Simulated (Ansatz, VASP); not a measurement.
Ag3F: the dispersion correction in 2 programs

The cell as given:

The structure is cubic, space group Fm-3m (No. 225). The conventional cell has a = 6.432 Å, b = 6.432 Å, c = 6.432 Å, α = 90.00°, β = 90.00°, γ = 90.00°. Ag (site symmetry -43m) has 4 Ag at 2.79 Å and 4 F at 2.79 Å as nearest neighbours. Around Ag (site symmetry m-3m) lie 8 Ag at 2.79 Å. Around F (site symmetry m-3m) lie 8 Ag at 2.79 Å.

The cell comes from a database or a generator and needn't be the stable form of this composition.

Kept alike: task relaxation of cell and atoms; functional BLYP; k mesh 5 × 5 × 5; occupations fermi-dirac, width 0.05 eV; no spin polarisation. The mesh is that of the run's cell of 4 atoms. No spin-orbit coupling.

- A: Ansatz, Ansatz PAW, made for PBE, cutoff 420 eV
- B: VASP, PBE PAW files Ag, F, 600 eV, made for PBE

| dispersion correction | A: volume (Å³/atom) | B: volume (Å³/atom) |
| --- | --- | --- |
| none | 17.787 | 17.788 |
| D3(BJ) | 15.893 | 15.896 |
| D4 | 16.227 | 16.230 |

Values on potentials made for another functional: all of A; all of B. Values hold for each row's relaxed cell, which stops near the pressure aimed at (zero). Ansatz's stress holds its Pulay term. Programs can differ in the three-body term of D3, and some take D4 from an outside library. For a metal such a mesh leaves the last digits unconverged.

Task: How large is the effect of the dispersion correction, and do the programs agree on it?

Result: From none to D3(BJ) the volume moves by -1.894 in A, -1.892 in B (Å³/atom). Row by row the programs differ by 0.001 to 0.003, and over this span the shifts, as printed, agree within 1 %. Shifts from none: D3(BJ) -1.894, -1.892; D4 -1.560, -1.558; the programs' shifts differ by up to 0.002.
